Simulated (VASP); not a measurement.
Calculation: PBE GGA, VASP's PBE PAW potentials (set 64) (plane waves; VASP 6.6.1). Each cell was relaxed at this level, without spin-orbit coupling.

Q: Which of these comes out without a gap?
(A) HgTe, F-43m (216)
(B) ZrSe2, P-3m1 (164)
(C) KZnF3, Pm-3m (221)
(D) HgS, P3_221 (154)

A: A, HgTe, F-43m (216). The others have gaps of 3.65 eV (KZnF3, Pm-3m (221)), 0.40 eV (ZrSe2, P-3m1 (164)), 1.76 eV (HgS, P3_221 (154)).
